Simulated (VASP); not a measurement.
InAs:

```
CELL_PARAMETERS angstrom
0.00000 3.01800 3.01800
3.01800 0.00000 3.01800
3.01800 3.01800 0.00000
ATOMIC_POSITIONS crystal
In 0.00000 0.00000 0.00000
As 0.25000 0.25000 0.25000
```

| Property | Result |
| --- | --- |
| Program | VASP 6.6.1 |
| Task | relaxation of cell and atoms |
| Functional | PBEsol |
| Potentials or basis | VASP PAW PBE potentials, release 64 (In_d, As) |
| Cutoff | 520 eV |
| k mesh | 10 × 10 × 10 |
| Occupations | gaussian, width 0.02 eV |
| Spin | no spin polarisation |

At the start: pressure 1.6 GPa; volume 27.49 Å³/atom.

Problem. Where does the relaxation end?

Solution. Over 3 steps the energy falls by 3.6 meV/atom and the volume is 28.24 Å³/atom (+2.7 %); space group F-43m (No. 216, to 0.05 Å).

Step by step:
```tsv
step	energy change (eV)	largest force (eV/Å)	pressure (GPa)	volume (Å³)
1	0.0000	0.0000	1.60	54.98
2	-0.0057	0.0000	-0.67	57.19
3	-0.0073	0.0000	0.01	56.47
```

Final structure:
```xyz
2
Lattice="0.0000 3.0451 3.0451 3.0451 0.0000 3.0451 3.0451 3.0451 0.0000" Properties=species:S:1:pos:R:3 pbc="T T T"
In    0.0000    0.0000    0.0000
As    1.5226    1.5226    1.5226
```

Caveat: the PAW data sets were made with another functional, which shifts forces and pressure a little.
